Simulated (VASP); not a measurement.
Data:

```
BaO
1.0
    0.00000     2.77000     2.77000
    2.77000     0.00000     2.77000
    2.77000     2.77000     0.00000
Ba O
1 1
Direct
  0.00000   0.00000   0.00000
  0.50000   0.50000   0.50000
```

Computed with PBE GGA, VASP's PBE PAW potentials (set 64) (plane waves; VASP). Settings: 520 eV cut-off, 8×8×8 Γ-centred mesh, second-order Methfessel-Paxton smearing of 0.050 eV, potentials Ba_sv O.

Unless said otherwise, spin-orbit coupling is left out, though it shifts the bands of the heavy elements here.

Question: Predict the energy per atom (σ→0), pressure, band gap (on the k-mesh) with the smallest direct gap where there is one.

Answer: 
* **band gap (on the k-mesh)**: 1.98 eV
* **smallest direct gap (on the k-mesh)**: 1.98 eV
* **energy per atom (σ→0)**: -5.897 eV/atom
* **pressure**: 3.00 GPa

Total energies compare only between runs with the same potentials, cut-off and functional.

The compound is BaO in the rock salt structure. The cell was not relaxed at this level. The run is one of a series of settings (ISMEAR = 2 against the base run), some of them coarse on purpose.
